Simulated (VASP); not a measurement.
A run of VASP 6.6.1 is set up as follows.

INCAR

```
PREC     = Accurate       # precision mode
ENCUT    = 520            # plane-wave cutoff, eV
EDIFF    = 1E-7           # SCF threshold, eV
ISMEAR   = 0              # smearing method
SIGMA    = 0.02           # smearing width, eV
LREAL    = False          # projectors in reciprocal space
LASPH    = True           # aspherical terms in the spheres
NELM     = 100            # most SCF steps
ALGO     = Normal         # electronic algorithm
ISIF     = 3              # what is computed and relaxed
LWAVE    = False          # write WAVECAR
LCHARG   = False          # write CHGCAR
GGA      = PE             # functional
IBRION   = 2              # ionic algorithm
NSW      = 80             # ionic steps
EDIFFG   = -0.002         # ionic threshold
KPAR     = 4
```

Contents of KPOINTS:

```
Automatic mesh
0
Gamma
  12 12 12
```

File POSCAR:

```
SiC
1.0
    0.0000000000      2.1790000000      2.1790000000
    2.1790000000      0.0000000000      2.1790000000
    2.1790000000      2.1790000000      0.0000000000
Si C
1 1
Direct
    0.0000000000      0.0000000000      0.0000000000
    0.2500000000      0.2500000000      0.2500000000
```

Potentials or basis: VASP PAW PBE potentials, release 64 (Si, C).

Run with:

```bash
$ cat potpaw_PBE.64/Si/POTCAR potpaw_PBE.64/C/POTCAR > POTCAR
$ mpirun -np 4 vasp_std > vasp.out
```

Problem. Estimate the band gap on the k mesh.

Solution. 1.37 eV, indirect (least direct gap 4.53 eV).

Problem. What does it give for the relaxed volume?

Solution. 10.50 Å³/atom.

Problem. What does it give for the space group after relaxing (to 0.05 Å)?

Solution. F-43m (No. 216).

Problem. What does it give for the relaxed cell?

Solution. a = 3.097 Å, b = 3.097 Å, c = 3.097 Å, α = 60.00°, β = 60.00°, γ = 60.00°.

The path:
| step | energy change (eV) | largest force (eV/Å) | pressure (GPa) | volume (Å³) |
| --- | --- | --- | --- | --- |
| 1 | 0.0000 | 0.0000 | 3.21 | 20.69 |
| 2 | 0.0001 | 0.0000 | -3.12 | 21.32 |
| 3 | -0.0030 | 0.0000 | 0.00 | 21.00 |

A k mesh can miss the band edges. Zero-point motion and thermal expansion aren't in these numbers.
